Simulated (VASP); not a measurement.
Output of a VASP run:

OSZICAR:
```
       N       E                     dE             d eps       ncg     rms          rms(c)
DAV:   1     0.161517792702E+03    0.16152E+03   -0.15560E+04  3074   0.422E+03
DAV:   2     0.102824690619E+02   -0.15124E+03   -0.14924E+03  3034   0.531E+02
DAV:   3    -0.992226171427E+01   -0.20205E+02   -0.20043E+02  3348   0.146E+02
DAV:   4    -0.105627855216E+02   -0.64052E+00   -0.63904E+00  3466   0.296E+01
DAV:   5    -0.105734751113E+02   -0.10690E-01   -0.10689E-01  3424   0.396E+00    0.337E+00
DAV:   6    -0.104525041837E+02    0.12097E+00   -0.45606E-02  3196   0.189E+00    0.194E+00
DAV:   7    -0.103909013293E+02    0.61603E-01   -0.99183E-02  3144   0.235E+00    0.141E-01
DAV:   8    -0.103915338412E+02   -0.63251E-03   -0.51943E-03  3364   0.925E-01    0.479E-02
DAV:   9    -0.103915547587E+02   -0.20917E-04   -0.11600E-04  3760   0.132E-01    0.164E-02
DAV:  10    -0.103915512342E+02    0.35245E-05   -0.13137E-05  3930   0.560E-02    0.492E-03
DAV:  11    -0.103915508765E+02    0.35772E-06   -0.14968E-06  3240   0.914E-03    0.180E-03
DAV:  12    -0.103915508823E+02   -0.57998E-08   -0.63348E-08  2404   0.276E-03
   1 F= -.10391551E+02 E0= -.10391551E+02  d E =0.000000E+00
```

### OUTCAR
```
------------------------ aborting loop because EDIFF is reached ----------------------------------------
  FORCE on cell =-STRESS in cart. coord.  units (eV):
  Direction    XX          YY          ZZ          XY          YZ          ZX
  --------------------------------------------------------------------------------------
  Total       -0.0114485     -0.0114485     -0.0114485      0.0000000     -0.0000000      0.0000000
  in kB       -0.4121863     -0.4121863     -0.4121863      0.0000000     -0.0000000      0.0000000
  external PRESSURE =      -0.4121863 kB  Pullay stress =       0.0000000 kB
  volume of cell :       44.50
      direct lattice vectors                 reciprocal lattice vectors
     0.000000000  2.812627787  2.812627787    -0.177769701  0.177769701  0.177769701
     2.812627787  0.000000000  2.812627787     0.177769701 -0.177769701  0.177769701
     2.812627787  2.812627787  0.000000000     0.177769701  0.177769701 -0.177769701
 POSITION                                       TOTAL-FORCE (eV/Angst)
 -----------------------------------------------------------------------------------
      0.00000      0.00000      0.00000         0.000000      0.000000      0.000000
      1.40631      1.40631      1.40631        -0.000000     -0.000000     -0.000000
 -----------------------------------------------------------------------------------
    total drift:                                0.000000      0.000000      0.000000
  FREE ENERGIE OF THE ION-ELECTRON SYSTEM (eV)
  ---------------------------------------------------
  free  energy   TOTEN  =       -10.3915508823 eV

  energy  without entropy=      -10.3915508823  energy(sigma->0) =      -10.39155088

 total charge

# of ion       s       p       d       tot
------------------------------------------
    1        1.139   1.282  10.026  12.447
    2        1.139   1.282  10.026  12.447
--------------------------------------------------
tot          2.278   2.564  20.051  24.893
```
(Selected blocks of OUTCAR.)

File POSCAR:
```
Ge
1
    0.0000000000     2.8126277872     2.8126277872
    2.8126277872    -0.0000000000     2.8126277872
    2.8126277872     2.8126277872     0.0000000000
Ge
2
Direct
  0.0000000000   0.0000000000   0.0000000000
  0.2500000000   0.2500000000   0.2500000000
```

### Question
Reconstruct the remaining input files.

### Answer
Several could match; the one computed here: the input of the run itself, LDA (Ceperley-Alder, Perdew-Zunger), plane waves, VASP's LDA PAW potentials (set 64).

KPOINTS:
```
Automatic mesh
0
Gamma
 13 13 13
```

### INCAR
```
NEDOS = 601   ! DOS grid
LREAL = .False.
SYSTEM = Ge
ISIF = 2   ! forces and stress, cell fixed
ENCUT = 520
ISMEAR = -5
PREC = Accurate
LMAXMIX = 4   ! l cut-off of mixed one-centre charges
NELM = 100
LCHARG = .True.
LORBIT = 11   ! lm-projected
LASPH = .True.
LWAVE = .False.
EDIFF = 1E-7
ALGO = Normal   ! blocked Davidson
```

POTCAR, in this order: Ge_d (LDA.64 set). Program: vasp_std.

The compound is Ge in the diamond structure. It was relaxed first.
